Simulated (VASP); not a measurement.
The cell holds one Ca (fcc) (100) slab, with vacuum along c, ions free to move until forces fall under 0.03 eV/Å, no reconstruction beyond this cell, dipole correction on.

Here is the system:

```yaml
crystal:
  lattice:
    - [3.94043, 0.00000, 0.00000]
    - [0.00000, 3.94043, 0.00000]
    - [0.00000, 0.00000, 26.12534]
  atoms:
    - { symbol: Ca, position: [0.00000, 0.50000, 0.34049] }
    - { symbol: Ca, position: [0.50000, 0.00000, 0.44548] }
    - { symbol: Ca, position: [0.00000, 0.50000, 0.55452] }
    - { symbol: Ca, position: [0.50000, 0.00000, 0.65951] }
```

The numbers are results of r2SCAN meta-GGA, VASP's PBE PAW potentials (set 64) (plane waves; VASP), not measurements. Numerical set-up: 400 eV cut-off, 7×7×1 Γ-centred mesh, first-order Methfessel-Paxton smearing of 0.10 eV, potentials Ca_sv.

Slab and bulk use different k-meshes, so the surface energy is good to a few per cent at best.

```
Item                                                        Result
------------------------  ----------------------------------------
surface energy                                           0.47 J/m²
work function                                              2.85 eV
band gap (on the k-mesh)  none (metal, semimetal or under 0.01 eV)
```

The cell is a thin slab with vacuum, built from Ca (fcc): (100) face.
